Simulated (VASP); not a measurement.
Level of theory: r2SCAN+rVV10, VASP's PBE PAW potentials (set 64) (plane waves; VASP).

VASP ran on this input.

KPOINTS:
```
Automatic mesh
0
Gamma
9 9 2
0 0 0
```

### INCAR
```
LMAXMIX=6
ALGO=Normal   # blocked Davidson
METAGGA=R2SCAN
NELM=100
ISIF=2   # forces and stress, cell fixed
LORBIT=11   # lm-projected
BPARAM=11.95
LEFG=T
CPARAM=0.0093
LUSE_VDW=T
LMIXTAU=T
NEDOS=601   # DOS grid
LASPH=T   # aspherical one-centre terms
EDIFF=1E-7
ISMEAR=-5
SYSTEM=WSe2
LCHARG=F
PREC=Accurate
LREAL=F   # projection in real space or not
ENCUT=520   # plane-wave cut-off (eV)
LWAVE=F
```

### KPOINTS_OPT
```
k-points along high-symmetry lines
6
Line-mode
Reciprocal
  0.000000   0.000000   0.000000 ! GAMMA
  0.000000   0.500000   0.000000 ! M

  0.000000   0.500000   0.000000 ! M
 -0.333333   0.666667   0.000000 ! K

 -0.333333   0.666667   0.000000 ! K
  0.000000   0.000000   0.000000 ! GAMMA

  0.000000   0.000000   0.000000 ! GAMMA
  0.000000   0.000000   0.500000 ! A

  0.000000   0.000000   0.500000 ! A
  0.000000   0.500000   0.500000 ! L

  0.000000   0.500000   0.500000 ! L
 -0.333333   0.666667   0.500000 ! H

 -0.333333   0.666667   0.500000 ! H
  0.000000   0.000000   0.500000 ! A

  0.000000   0.500000   0.500000 ! L
  0.000000   0.500000   0.000000 ! M

 -0.333333   0.666667   0.500000 ! H
 -0.333333   0.666667   0.000000 ! K
```

**POSCAR**
```
WSe2
1
    1.6518963663    -2.8611681038    -0.0000000000
    1.6518963663     2.8611681038    -0.0000000000
    0.0000000000     0.0000000000    13.1722319297
W Se
2 4
Direct
  0.3333330000   0.6666670000   0.2500000000
  0.6666670000   0.3333330000   0.7500000000
  0.3333330000   0.6666670000   0.8767078225
  0.6666670000   0.3333330000   0.3767078225
  0.6666670000   0.3333330000   0.1232921775
  0.3333330000   0.6666670000   0.6232921775
```

POTCAR, in this order: W_sv Se (PBE.64 set). Program: vasp_std.

The path is coarsely sampled, so an indirect gap can come out somewhat too large. Unless said otherwise, spin-orbit coupling is left out, though it shifts the bands of the heavy elements here.

**Question.** Estimate the energy per atom (σ→0), band gap (over mesh and band path).

**Answer.** 
energy per atom (σ→0): -27.093 eV/atom
band gap (over mesh and band path): 1.16 eV

### OSZICAR
```
...
DAV:  27    -0.162560224578E+03   -0.27466E-06   -0.67074E-08   954   0.157E-03    0.437E-04
DAV:  28    -0.162560224170E+03    0.40828E-06   -0.59334E-08   954   0.195E-03    0.228E-04
DAV:  29    -0.162560224422E+03   -0.25254E-06   -0.16660E-08   954   0.922E-04    0.123E-04
DAV:  30    -0.162560224428E+03   -0.54060E-08   -0.45187E-09   933   0.459E-04
   1 F= -.16256022E+03 E0= -.16256022E+03  d E =0.000000E+00
       N       E                     dE             ncg
       N       E                     dE             ncg
       N       E                     dE             ncg
```

The compound is WSe2 in the 2H layered structure. It was relaxed first.
